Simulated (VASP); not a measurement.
Here is the system:

```
CELL_PARAMETERS angstrom
      0.00000     2.28005     2.28005
      2.28005     0.00000     2.28005
      2.28005     2.28005     0.00000
ATOMIC_POSITIONS crystal
  Zr 0.00000 0.00000 0.00000
  N  0.50000 0.50000 0.50000
```

These are PBE GGA with D3 dispersion (Becke-Johnson damping), VASP's PBE PAW potentials (set 64) (plane waves; VASP) values and carry that method's errors. Numerical set-up: 520 eV cut-off, Gaussian smearing of 0.050 eV, potentials Zr_sv N.

**Question.** Give the energies of bands 6 to 11 at the high-symmetry points, in eV from the Fermi level.

**Answer.** 
| band | Γ | X | U | L | W |
|---|---|---|---|---|---|
| 6 | -2.72 | -4.59 | -5.58 | -7.78 | -5.53 |
| 7 | -2.72 | -3.58 | -4.78 | -5.81 | -4.80 |
| 8 | -2.72 | -3.21 | -4.54 | -5.81 | -4.80 |
| 9 | -0.45 | -3.21 | -0.76 | 3.05 | 1.00 |
| 10 | -0.45 | 3.41 | 3.44 | 3.12 | 1.00 |
| 11 | -0.45 | 4.61 | 3.72 | 3.12 | 4.62 |

It has no gap at this level: it comes out as a metal or semimetal.

The compound is ZrN in the rock salt structure. It was relaxed first. The electron count is odd and the run is not spin-polarised, which forces a metal.
